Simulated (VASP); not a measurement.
All values below come from PBE GGA, VASP's PBE PAW potentials (set 64) (plane waves; VASP).

The input files of a VASP run:

**KPOINTS**
```
Automatic mesh
0
gamma
7 7 7
```

### POSCAR
```
PbTe
1
    0.0000000000     3.2832904826     3.2832904826
    3.2832904826     0.0000000000     3.2832904826
    3.2832904826     3.2832904826     0.0000000000
Te Pb
1 1
Direct
  0.5000000000   0.5000000000   0.5000000000
  0.0000000000   0.0000000000   0.0000000000
```

**INCAR**
```
ALGO=Normal
EDIFF=1E-7
ENCUT=520
GGA=PE
ISIF=2
ISMEAR=0
LASPH=T
LCHARG=F
LMAXMIX=4
LREAL=F
LWAVE=F
NELM=100
PREC=Accurate
SIGMA=0.05
SYSTEM=PbTe
```

POTCAR, in this order: Te Pb_d (PBE.64 set). Program: vasp_std.

The resulting files:

**OSZICAR**
```
       N       E                     dE             d eps       ncg     rms          rms(c)
DAV:   1     0.151390849085E+03    0.15139E+03   -0.92097E+03   560   0.135E+03
DAV:   2     0.331790900634E+01   -0.14807E+03   -0.14579E+03   584   0.331E+02
DAV:   3    -0.738700144627E+01   -0.10705E+02   -0.10552E+02   770   0.956E+01
DAV:   4    -0.765608461108E+01   -0.26908E+00   -0.26899E+00   628   0.190E+01
DAV:   5    -0.766738669055E+01   -0.11302E-01   -0.11302E-01   808   0.330E+00    0.301E+00
DAV:   6    -0.752529537237E+01    0.14209E+00   -0.35001E-01   748   0.455E+00    0.186E+00
DAV:   7    -0.752181338807E+01    0.34820E-02   -0.95086E-02   660   0.170E+00    0.905E-01
DAV:   8    -0.752409825928E+01   -0.22849E-02   -0.11032E-02   596   0.125E+00    0.153E-01
DAV:   9    -0.752391882250E+01    0.17944E-03   -0.17238E-03   802   0.476E-01    0.639E-02
DAV:  10    -0.752396614931E+01   -0.47327E-04   -0.18256E-04   578   0.112E-01    0.235E-02
DAV:  11    -0.752397329315E+01   -0.71438E-05   -0.44713E-05   686   0.608E-02    0.126E-02
DAV:  12    -0.752397346201E+01   -0.16887E-06   -0.24839E-06   722   0.154E-02    0.104E-02
DAV:  13    -0.752397303375E+01    0.42826E-06   -0.50199E-07   620   0.618E-03    0.345E-03
DAV:  14    -0.752397300692E+01    0.26833E-07   -0.60547E-07   664   0.706E-03
   1 F= -.75239730E+01 E0= -.75239730E+01  d E =-.461412E-13
```

File OUTCAR:
```
------------------------ aborting loop because EDIFF is reached ----------------------------------------
  FORCE on cell =-STRESS in cart. coord.  units (eV):
  Direction    XX          YY          ZZ          XY          YZ          ZX
  --------------------------------------------------------------------------------------
  Total        0.0002664      0.0002664      0.0002664     -0.0000000     -0.0000000      0.0000000
  in kB        0.0060303      0.0060303      0.0060303     -0.0000000     -0.0000000      0.0000000
  external PRESSURE =       0.0060303 kB  Pullay stress =       0.0000000 kB
  volume of cell :       70.79
      direct lattice vectors                 reciprocal lattice vectors
     0.000000000  3.283290483  3.283290483    -0.152286251  0.152286251  0.152286251
     3.283290483  0.000000000  3.283290483     0.152286251 -0.152286251  0.152286251
     3.283290483  3.283290483  0.000000000     0.152286251  0.152286251 -0.152286251
  FREE ENERGIE OF THE ION-ELECTRON SYSTEM (eV)
  ---------------------------------------------------
  free  energy   TOTEN  =        -7.5239730069 eV

  energy  without entropy=       -7.5239730069  energy(sigma->0) =       -7.52397301
```
(Selected blocks of OUTCAR.)

The compound is PbTe in the rock salt structure. It was relaxed first, which changed the volume by +5 %.
